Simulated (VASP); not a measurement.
```yaml
crystal:
  lattice:
    - [3.63780, 0.00000, 0.00000]
    - [0.00000, 3.63780, 0.00000]
    - [0.00000, 0.00000, 3.63780]
  atoms:
    - { symbol: Mg, position: [0.00000, 0.00000, 0.00000] }
    - { symbol: Tl, position: [0.50000, 0.50000, 0.50000] }
```

Calculation: PBEsol GGA, VASP's PBE PAW potentials (set 64) (plane waves; VASP 6.6.1). Numerical set-up: 300 eV cut-off, 7×7×7 Γ-centred mesh, Gaussian smearing of 0.27 eV, potentials Mg Tl_d.

Question: Give the energies of bands 6 to 10 at the high-symmetry points, in eV from the Fermi level.

Answer: 
| band | Γ | X | M | R |
|---|---|---|---|---|
| 6 | -9.54 | -7.33 | -5.44 | -3.63 |
| 7 | 2.46 | -4.84 | -2.53 | -0.23 |
| 8 | 2.46 | 4.69 | -2.53 | -0.23 |
| 9 | 2.46 | 4.69 | -0.21 | -0.23 |
| 10 | 3.44 | 5.97 | 7.25 | 2.11 |

It has no gap at this level: it comes out as a metal or semimetal.

The structure comes from a computed database's MgTl entry (Pm-3m); how it stands against other phases isn't given here. The cell was not relaxed at this level. The electron count is odd and the run is not spin-polarised, which forces a metal.
